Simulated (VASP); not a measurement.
Here is the system:

```xyz
4
Lattice="2.1610 -6.0941 0.0000 2.1610 6.0941 0.0000 0.0000 0.0000 4.4290" Properties=species:S:1:pos:R:3 pbc="T T T"
In     2.1610     1.3365     3.3218
In     2.1610    -1.3365     1.1073
Cl     2.1610    -4.1580     1.1073
Cl     2.1610     4.1580     3.3218
```

Calculation: r2SCAN meta-GGA, VASP's PBE PAW potentials (set 64) (plane waves; VASP 6.6.1). Numerical set-up: 400 eV cut-off, 5×5×5 Γ-centred mesh, Gaussian smearing of 0.050 eV, potentials In_d Cl.

Q: Estimate the energy per atom (σ→0).

A: 
```yaml
energy per atom (σ→0): -1473.3 kJ/mol-atom
```

The structure comes from a computed database's InCl entry (Cmcm); how it stands against other phases isn't given here. It was relaxed first. The start is the result of an earlier pass.
